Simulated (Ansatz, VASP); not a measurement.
# Cross-check of BeB2 between VASP and Ansatz, part 2 of 2

One calculation is typed for both programs; each brings its own data sets. How far apart do they land? The cell is taken from a series of runs on this material, whose earlier steps may have relaxed, scaled, displaced or heated it; both programs get it as it stands.

VASP 6.6.1 and Ansatz 0.2.0.

So far: The starting structure; Ansatz: zone-centre phonons, PBEsol.

## Step 3: VASP: zone-centre phonons, PBEsol

Level of this step: PBEsol; plane waves and PAW (Be, B) (VASP).

The same cell, functional, mesh and smearing now go to VASP, with its own data sets.

Lines of VASP's logs that name or quote its potential files are left out, and so is its time.

INCAR reads:

```
SYSTEM = BeB2
PREC = Accurate
ENCUT = 600
EDIFF = 1E-08
NELM = 120
ISMEAR = 1
SIGMA = 0.15
LREAL = .FALSE.
ALGO = Normal
GGA = PS
NBANDS = 10
LORBIT = 11
LWAVE = .FALSE.
LCHARG = .FALSE.
ISIF = 2
IBRION = 8
LASPH = .TRUE.
GGA_COMPAT = .FALSE.
KPAR = 2
```

POSCAR reads:

```
BeB2
1.0
    2.9034002053      0.0000000000      0.0000000000
   -1.4517001027      2.5144183352      0.0000000000
    0.0000000000      0.0000000000      2.8038813002
Be B
1 2
Direct
    0.0000000000      0.0000000000      0.0000000000
    0.3333333333      0.6666666667      0.5000000000
    0.6666666667      0.3333333333      0.5000000000
```

KPOINTS reads:

```
Automatic mesh
0
Gamma
15 15 16
0 0 0
```

The projector-augmented-wave data sets are Be and B (PBE family, release 64).

Launch:

```sh
mpirun -np 2 vasp_std
```

Numbers of over 12 decimals in the logs are rounded to 6 here.

Output:

```text
[banner, memory and clock lines left out]
running    2 mpi-ranks, on    1 nodes
 distrk:  each k-point on    1 cores,    2 groups
 distr:  one band on    1 cores,    1 groups

 POSCAR found type information on POSCAR BeB
 POSCAR found :  2 types and       3 ions
|                                                                             |
|               ----> ADVICE to this user running VASP <----                  |
|                                                                             |
|     You enforced a specific xc type in the INCAR file but a different       |
|     [... a line on the potential file left out ...]
|     I HOPE YOU KNOW WHAT YOU ARE DOING!                                     |
|                                                                             |

 LDA part: xc-table for (Slater+PW92), standard interpolation
 POSCAR, INCAR and KPOINTS ok, starting setup
 FFT: planning ... GRIDC
 FFT: planning ... GRID_SOFT
 FFT: planning ... GRID
 WAVECAR not read
 entering main loop
       N       E                     dE             d eps       ncg     rms          rms(c)
DAV:   1     0.714127236832E+01    0.71413E+01   -0.46183E+03  4900   0.815E+02
DAV:   2    -0.181907544643E+02   -0.25332E+02   -0.23934E+02  6372   0.141E+02
DAV:   3    -0.187680066675E+02   -0.57725E+00   -0.57387E+00  6510   0.179E+01
DAV:   4    -0.187693181083E+02   -0.13114E-02   -0.13109E-02  6674   0.861E-01
DAV:   5    -0.187693206005E+02   -0.24923E-05   -0.24925E-05  6062   0.295E-02    0.525E+00
DAV:   6    -0.178975154763E+02    0.87181E+00   -0.11335E+00  5472   0.579E+00    0.264E+00
DAV:   7    -0.177417269077E+02    0.15579E+00   -0.57473E-01  5988   0.413E+00    0.747E-01
DAV:   8    -0.177417404209E+02   -0.13513E-04   -0.31636E-02  5626   0.130E+00    0.214E-01
DAV:   9    -0.177400117611E+02    0.17287E-02   -0.55546E-03  5508   0.400E-01    0.248E-02
DAV:  10    -0.177400278368E+02   -0.16076E-04   -0.12170E-04  6286   0.929E-02    0.131E-02
DAV:  11    -0.177400232678E+02    0.45690E-05   -0.18501E-05  5718   0.245E-02    0.186E-03
DAV:  12    -0.177400231743E+02    0.93503E-07   -0.41215E-07  5822   0.522E-03    0.594E-04
DAV:  13    -0.177400231734E+02    0.92552E-09   -0.12848E-08  5218   0.739E-04
   1 F= -.17740023E+02 E0= -.17740103E+02  d E =0.240378E-03
 Linear response reoptimize wavefunctions to high precision
DAV:   1    -0.177400231705E+02    0.28723E-08   -0.75573E-10  5236   0.191E-04
DAV:   2    -0.177400231705E+02    0.26148E-11   -0.12482E-11  3224   0.311E-05
 Linear response DOF=           4
 Linear response progress:
  Degree of freedom:   1/  4
       N       E                     dE             d eps       ncg     rms          rms(c)
RMM:   1    -0.786330369012E-02   -0.78633E-02    0.54071E-04 27298   0.560E-01
RMM:   2    -0.731461689955E-02    0.54869E-03   -0.16393E-04 18380   0.988E-02    0.617E-02
RMM:   3    -0.727422589520E-02    0.40391E-04   -0.57633E-05 18786   0.444E-02    0.323E-02
RMM:   4    -0.737728423543E-02   -0.10306E-03   -0.58181E-05 18441   0.441E-02    0.412E-03
RMM:   5    -0.738424190277E-02   -0.69577E-05   -0.43056E-07 19585   0.484E-03    0.190E-04
RMM:   6    -0.738449065579E-02   -0.24875E-06   -0.11217E-08 19461   0.440E-04    0.108E-04
RMM:   7    -0.738412671539E-02    0.36394E-06   -0.73105E-09 20081   0.141E-04    0.211E-05
RMM:   8    -0.738420016433E-02   -0.73449E-07   -0.71991E-09 20436   0.990E-05    0.142E-06
RMM:   9    -0.738419850330E-02    0.16610E-08   -0.76057E-09 20203   0.738E-05    0.425E-07
 first order change of Fermi-energy  -0.25901E-04
 force on displaced ion       1 direction 1 :  -3.236   0.000   0.000
 Linear response progress:
  Degree of freedom:   2/  4
       N       E                     dE             d eps       ncg     rms          rms(c)
RMM:   1    -0.851362955614E-02   -0.85136E-02    0.12759E-02 11109   0.652E-01
RMM:   2    -0.828246395942E-02    0.23117E-03   -0.17177E-04  7743   0.975E-02    0.766E-02
RMM:   3    -0.812656073443E-02    0.15590E-03   -0.15750E-04  7837   0.707E-02    0.353E-02
RMM:   4    -0.820425168267E-02   -0.77691E-04   -0.88775E-05  7806   0.530E-02    0.636E-03
RMM:   5    -0.821854122043E-02   -0.14290E-04   -0.67272E-07  8179   0.594E-03    0.236E-04
RMM:   6    -0.821875978990E-02   -0.21857E-06   -0.95667E-09  8111   0.542E-04    0.142E-04
RMM:   7    -0.821836846179E-02    0.39133E-06   -0.39252E-09  8267   0.143E-04    0.243E-05
RMM:   8    -0.821846914922E-02   -0.10069E-06   -0.38015E-09  8392   0.827E-05    0.213E-06
RMM:   9    -0.821846573483E-02    0.34144E-08   -0.40077E-09  8114   0.518E-05    0.712E-07
 first order change of Fermi-energy   0.36949E-03
 force on displaced ion       1 direction 3 :  -0.000  -0.000  -1.760
 Linear response progress:
  Degree of freedom:   3/  4
       N       E                     dE             d eps       ncg     rms          rms(c)
RMM:   1    -0.504342014432E-01   -0.50434E-01   -0.33437E-03 48202   0.126E+00
RMM:   2    -0.472181043655E-01    0.32161E-02   -0.80243E-04 32944   0.229E-01    0.206E-01
RMM:   3    -0.470109173567E-01    0.20719E-03   -0.61998E-04 32415   0.155E-01    0.101E-01
RMM:   4    -0.478212121478E-01   -0.81029E-03   -0.45439E-04 32644   0.132E-01    0.123E-02
RMM:   5    -0.478450906736E-01   -0.23879E-04   -0.34271E-06 35256   0.108E-02    0.106E-03
RMM:   6    -0.478475392650E-01   -0.24486E-05   -0.34197E-08 34294   0.114E-03    0.421E-04
RMM:   7    -0.478462899864E-01    0.12493E-05    0.21114E-08 36261   0.544E-04    0.737E-05
RMM:   8    -0.478467239331E-01   -0.43395E-06   -0.26872E-08 36383   0.244E-04    0.253E-05
RMM:   9    -0.478464803189E-01    0.24361E-06   -0.33902E-08 37553   0.207E-04    0.163E-06
RMM:  10    -0.478464774096E-01    0.29093E-08   -0.30895E-08 36775   0.181E-04    0.646E-07
 first order change of Fermi-energy  -0.40029E-04
 force on displaced ion       2 direction 1 : -19.353   0.000   0.000
 Linear response progress:
  Degree of freedom:   4/  4
       N       E                     dE             d eps       ncg     rms          rms(c)
RMM:   1    -0.397186142790E-01   -0.39719E-01    0.25703E-02 16403   0.107E+00
RMM:   2    -0.397603372495E-01   -0.41723E-04   -0.29640E-04 11779   0.143E-01    0.138E-01
RMM:   3    -0.395434226918E-01    0.21691E-03   -0.35361E-04 11573   0.116E-01    0.655E-02
RMM:   4    -0.398807541851E-01   -0.33733E-03   -0.24459E-04 12104   0.892E-02    0.116E-02
RMM:   5    -0.398611404705E-01    0.19614E-04   -0.19688E-06 12833   0.100E-02    0.126E-03
RMM:   6    -0.398639214699E-01   -0.27810E-05   -0.75808E-08 12747   0.145E-03    0.609E-04
RMM:   7    -0.398589296514E-01    0.49918E-05   -0.26175E-08 12583   0.545E-04    0.309E-05
RMM:   8    -0.398592280110E-01   -0.29836E-06   -0.24731E-08 13237   0.205E-04    0.101E-05
RMM:   9    -0.398592187995E-01    0.92116E-08   -0.27824E-08 13522   0.160E-04    0.157E-06
 first order change of Fermi-energy  -0.49949E-03
 force on displaced ion       2 direction 3 :  -0.000  -0.000  -8.660
 Linear response finished
```

Parts of OUTCAR (step 3):

```text
ion  position               nearest neighbor table
   1  0.000  0.000  0.000-   2 2.19   3 2.19   2 2.19   3 2.19   3 2.19   3 2.19   2 2.19   2 2.19
                             3 2.19   3 2.19   2 2.19   2 2.19
   2  0.333  0.667  0.500-   3 1.68   3 1.68   3 1.68   1 2.19   1 2.19   1 2.19   1 2.19   1 2.19
                             1 2.19
   3  0.667  0.333  0.500-   2 1.68   2 1.68   2 1.68   1 2.19   1 2.19   1 2.19   1 2.19   1 2.19
                             1 2.19

  LATTYP: Found a hexagonal cell.
 ALAT       =     2.9034002053
 C/A-ratio  =     0.9657233250

 Subroutine GETGRP returns: Found 24 space group operations
 (whereof 24 operations were pure point group operations)

The static configuration has the point symmetry D_6h.

 Found    243 irreducible k-points:

   k-points           NKPTS =    243   k-points in BZ     NKDIM =    243   number of bands    NBANDS=     10

   dimension x,y,z NGX =    24 NGY =   24 NGZ =   24
   dimension x,y,z NGXF=    48 NGYF=   48 NGZF=   48

   ENCUT  =  600.0 eV  44.10 Ry    6.64 a.u.   5.80  5.80  5.60*2*pi/ulx,y,z

   NELECT =       8.0000    total number of electrons

 k-points in reciprocal lattice and weights: Automatic mesh
   0.00000000  0.00000000  0.00000000       0.000
   0.06666667  0.00000000  0.00000000       0.002
   0.13333333  0.00000000  0.00000000       0.002
   0.20000000  0.00000000  0.00000000       0.002
   0.26666667  0.00000000  0.00000000       0.002
   0.33333333  0.00000000  0.00000000       0.002
   0.40000000  0.00000000  0.00000000       0.002
   0.46666667  0.00000000  0.00000000       0.002
   0.06666667  0.06666667  0.00000000       0.002
[...]
0.33333333  0.26666667  0.50000000       0.003
   0.33333333  0.33333333  0.50000000       0.001

 average (electrostatic) potential at core
       1 -33.0900       2 -24.3536       3 -24.3536

  Total        0.7650840      0.7650840      0.7356317     -0.0000000      0.0000000      0.0000000
  in kB       59.8846664     59.8846664     57.5793801     -0.0000000      0.0000000      0.0000000
  external PRESSURE =      59.1162376 kB  Pullay stress =       0.0000000 kB

  energy-cutoff  :      600.00
  volume of cell :       20.47
      direct lattice vectors                 reciprocal lattice vectors
     2.903400205  0.000000000  0.000000000     0.344423755  0.198853147  0.000000000
    -1.451700103  2.514418335  0.000000000     0.000000000  0.397706295  0.000000000
     0.000000000  0.000000000  2.803881300     0.000000000  0.000000000  0.356648479

 POSITION                                       TOTAL-FORCE (eV/Angst)
 -----------------------------------------------------------------------------------
      0.00000      0.00000      0.00000         0.000000      0.000000      0.000000
     -0.00000      1.67628      1.40194         0.000000     -0.000000     -0.000000
      1.45170      0.83814      1.40194        -0.000000      0.000000      0.000000
 -----------------------------------------------------------------------------------
    total drift:                                0.000000     -0.000000      0.000000

 Eigenvectors and eigenvalues of the dynamical matrix
 ----------------------------------------------------

   1 f  =   28.951387 THz   181.906929 2PiTHz  965.714320 cm-1   119.733262 meV
             X         Y         Z           dx          dy          dz
      0.000000  0.000000  0.000000     0.000000   -0.000000   -0.000000
     -0.000000  1.676279  1.401941     0.248411   -0.662036   -0.000000
      1.451700  0.838139  1.401941    -0.248411    0.662036    0.000000

   2 f  =   28.951387 THz   181.906929 2PiTHz  965.714320 cm-1   119.733262 meV
             X         Y         Z           dx          dy          dz
      0.000000  0.000000  0.000000     0.000000    0.000000   -0.000000
     -0.000000  1.676279  1.401941     0.662036    0.248411    0.000000
      1.451700  0.838139  1.401941    -0.662036   -0.248411   -0.000000

   3 f  =   19.278587 THz   121.130933 2PiTHz  643.064436 cm-1    79.729793 meV
             X         Y         Z           dx          dy          dz
      0.000000  0.000000  0.000000    -0.000000   -0.000000    0.000000
     -0.000000  1.676279  1.401941     0.000000    0.000000   -0.707107
      1.451700  0.838139  1.401941     0.000000    0.000000    0.707107

   4 f  =   11.160972 THz    70.126458 2PiTHz  372.289969 cm-1    46.158053 meV
             X         Y         Z           dx          dy          dz
      0.000000  0.000000  0.000000    -0.294866    0.785825   -0.000000
     -0.000000  1.676279  1.401941     0.135047   -0.359902    0.000000
      1.451700  0.838139  1.401941     0.135047   -0.359902    0.000000

   5 f  =   11.160972 THz    70.126458 2PiTHz  372.289969 cm-1    46.158053 meV
             X         Y         Z           dx          dy          dz
      0.000000  0.000000  0.000000     0.785825    0.294866   -0.000000
     -0.000000  1.676279  1.401941    -0.359902   -0.135047    0.000000
      1.451700  0.838139  1.401941    -0.359902   -0.135047    0.000000

   6 f  =    8.222416 THz    51.662965 2PiTHz  274.270285 cm-1    34.005166 meV
             X         Y         Z           dx          dy          dz
      0.000000  0.000000  0.000000     0.000000    0.000000    0.840097
     -0.000000  1.676279  1.401941     0.000000    0.000000   -0.383561
      1.451700  0.838139  1.401941     0.000000    0.000000   -0.383561

   7 f/i=    0.000283 THz     0.001781 2PiTHz    0.009454 cm-1     0.001172 meV
             X         Y         Z           dx          dy          dz
      0.000000  0.000000  0.000000     0.000000   -0.000000    0.542437
     -0.000000  1.676279  1.401941     0.000000   -0.000000    0.594038
      1.451700  0.838139  1.401941     0.000000   -0.000000    0.594038

   8 f/i=    0.016246 THz     0.102076 2PiTHz    0.541905 cm-1     0.067188 meV
             X         Y         Z           dx          dy          dz
      0.000000  0.000000  0.000000    -0.540119   -0.061683   -0.000000
     -0.000000  1.676279  1.401941    -0.589660   -0.067340   -0.000000
      1.451700  0.838139  1.401941    -0.589660   -0.067340   -0.000000

   9 f/i=    0.016246 THz     0.102076 2PiTHz    0.541905 cm-1     0.067188 meV
             X         Y         Z           dx          dy          dz
      0.000000  0.000000  0.000000    -0.061683    0.540119    0.000000
     -0.000000  1.676279  1.401941    -0.067340    0.589660    0.000000
      1.451700  0.838139  1.401941    -0.067340    0.589660    0.000000

 ELASTIC MODULI CONTR FROM IONIC RELAXATION (kBar)
 Direction    XX          YY          ZZ          XY          YZ          ZX
 --------------------------------------------------------------------------------
 XX        -390.2661    390.2661      0.0000      0.0000      0.0000      0.0000
 YY         390.2661   -390.2661     -0.0000      0.0000      0.0000     -0.0000
 ZZ           0.0000     -0.0000     -0.0000      0.0000      0.0000     -0.0000
 XY           0.0000      0.0000      0.0000   -390.2661      0.0000      0.0000
 YZ           0.0000      0.0000      0.0000      0.0000      0.0000      0.0000
 ZX           0.0000     -0.0000     -0.0000      0.0000      0.0000     -0.0000
 --------------------------------------------------------------------------------
```

## Step 4: Side by side

Known differences besides the potentials themselves: VASP's run holds the zone centre alone; the cutoff is 420 eV in Ansatz and 600 eV in VASP; Ansatz makes its cores anew for this functional, VASP keeps those of its PBE data sets. Total energies have different zeros and are not compared.

The two programs side by side:

```csv
quantity,Ansatz,VASP,difference
optical mode 1 (cm⁻¹),262.4,274.3,-4.33 %
optical mode 2 to 3 (cm⁻¹),366.1,372.3,-1.66 %
optical mode 4 (cm⁻¹),643.1,643.1,+0.01 %
optical mode 5 to 6 (cm⁻¹),962.7,965.7,-0.31 %
```

Modes are paired by rising frequency, not by their patterns, so a pair may set unlike modes beside each other; they are those without the splitting of longitudinal modes.

## Step 5: Outcome

| Property | Result |
| --- | --- |
| r.m.s. difference of the optical zone-centre modes, each program's sorted by frequency (zone-centre phonons, PBEsol) | 6.3 cm⁻¹ |
| difference in optical mode 1 (zone-centre phonons, PBEsol) | -4.3 % |

In words: The r.m.s. difference of the optical zone-centre modes, each program's sorted by frequency is 6.3 cm⁻¹ (zone-centre phonons, PBEsol). Among the rows given in per cent, the largest difference of the zone-centre phonons, PBEsol pair is in optical mode 1, -4.3 %. How closely two codes agree says nothing of how well the functional describes the real material.

[Lines on the potential files, build, host, timing and source positions are cut from VASP's logs without a mark.]

[Logs are printed without paths, hosts, clocks, repeated set-up lines and the standing remarks that a program may print on its own settings, such as how far it seeks lower states.]

[Hosts, paths, dates, database ids (printed as entryN), source tags and the programs' standing remarks are cut or masked in the printed files.]
